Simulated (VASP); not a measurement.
The system is CH4, in a box.

```
C H
1.0
    12.22816    0.00000    0.00000
     0.00000   12.72816    0.00000
     0.00000    0.00000   13.22816
C H
1 4
Cartesian
  6.1141 6.4141 6.6141
  6.3289 5.4519 7.0949
  6.8807 7.1448 6.8996
  5.1290 6.7724 6.9372
  6.1177 6.2872 5.5246
```

Base run:

```yaml
Program: VASP 6.6.1
Functional: optB86b-vdW
Potentials_or_basis: VASP PAW PBE potentials, release 64 (C, H)
Cutoff: 400 eV
k_mesh: 1 × 1 × 1
Occupations: gaussian, width 0.01 eV
Spin: no spin polarisation
```

Its results: gap between the frontier levels 8.67 eV.

Question: The run is repeated on the same cell with these changes: functional from optB86b-vdW to PBE. What comes out?

Answer: Gap between the frontier levels 8.90 eV.

